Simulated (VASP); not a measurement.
Input:

```yaml
crystal:
  lattice:
    - [4.69180, 0.00000, 0.00000]
    - [0.00000, 5.12710, 0.00000]
    - [0.00000, 0.00000, 3.10960]
  atoms:
    - { symbol: Pd, position: [0.25000, 0.34489, 0.00000] }
    - { symbol: Pd, position: [0.75000, 0.65511, 0.00000] }
    - { symbol: Pd, position: [0.75000, 0.15511, 0.50000] }
    - { symbol: Pd, position: [0.25000, 0.84489, 0.50000] }
    - { symbol: B, position: [0.00000, 0.00000, 0.00000] }
    - { symbol: B, position: [0.50000, 0.50000, 0.50000] }
```

Level of theory: PBEsol GGA, VASP's PBE PAW potentials (set 64) (plane waves; VASP). Run with 400 eV cut-off, 6×5×9 Γ-centred mesh, Fermi-Dirac smearing of 0.050 eV, potentials Pd B.

At this cut-off the stress carries a Pulay error, which pulls relaxed volumes low.

Problem. Which forces act on the atoms, in eV/Å?

Solution. 
| atom | Fx | Fy | Fz |
|---|---|---|---|
| Pd1 | 0.068 | 0.004 | 0.000 |
| Pd2 | -0.068 | -0.004 | 0.000 |
| Pd3 | 0.068 | -0.004 | 0.000 |
| Pd4 | -0.068 | 0.004 | 0.000 |
| B5 | 0.000 | 0.000 | 0.000 |
| B6 | 0.000 | 0.000 | 0.000 |

Problem. Give the stress tensor in GPa (positive for a compressed cell).

Solution. 
```
-1.33   0.00   0.00
 0.00  -1.90   0.00
 0.00   0.00  -1.23
```
The pressure is its mean diagonal, -1.49 GPa.

The structure comes from a measured BPd2 entry of the Crystallography Open Database, whose conditions weren't checked. The cell was not relaxed at this level.
